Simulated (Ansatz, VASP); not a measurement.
## RbZnCl3 in VASP and in Ansatz

```
Rb Zn Cl
1.0
     4.93807    0.00000    0.00000
     0.00000    4.93807    0.00000
     0.00000    0.00000    4.93807
Rb Zn Cl
1 1 3
Cartesian
  0.0000 0.0000 0.0000
  2.4690 2.4690 2.4690
  2.4690 2.4690 0.0000
  2.4690 0.0000 2.4690
  0.0000 2.4690 2.4690
```

The cell was built by a generator and needn't be a form met in nature.

Alike in both runs: task single point; functional PBE; k mesh 6 × 6 × 6; occupations fermi-dirac, width 0.02 eV; no spin polarisation.

```csv
,VASP,Ansatz
version,VASP 6.6.1,Ansatz 0.2.0
potentials or method,"VASP PAW PBE potentials, release 64 (Rb_sv, Zn, Cl)","plane waves, PAW"
plane-wave cutoff (eV),520,420
valence electrons in the cell,42,42
```

VASP gave:

* gap on the k mesh at the Fermi level (eV): 1.54
* pressure (GPa): 1.7

Task: What did Ansatz give for the same quantities?

Result: gap on the k mesh at the Fermi level (eV): 1.54; pressure (GPa): 1.6.

With one functional, cell and mesh, what is left measures potentials, basis and numerics.

A k mesh can miss the band edges. A hybrid or GW would open this gap; PBE tends to underestimate it.
